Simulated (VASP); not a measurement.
Input:

```xyz
3
Lattice="0.0000 3.4798 3.4798 3.4798 0.0000 3.4798 3.4798 3.4798 0.0000" Properties=species:S:1:pos:R:3 pbc="T T T"
Sr     0.0000     0.0000     0.0000
Cl     1.7399     1.7399     1.7399
Cl     5.2197     5.2197     5.2197
```

Calculation: r2SCAN+rVV10, VASP's PBE PAW potentials (set 64) (plane waves; VASP). Run with 520 eV cut-off, 6×6×6 Γ-centred mesh, tetrahedra with Blöchl corrections, potentials Sr_sv Cl.

Q: Estimate the energy per atom (σ→0), band gap (over mesh and band path) with the smallest direct gap where there is one.

A: 
```yaml
band gap (over mesh and band path): 5.85 eV
smallest direct gap (over mesh and band path): 5.89 eV
energy per atom (σ→0): -11.680 eV/atom
```

Only differences to runs with the same potentials and settings are physical.

The compound is SrCl2 in the fluorite structure. It was relaxed first.
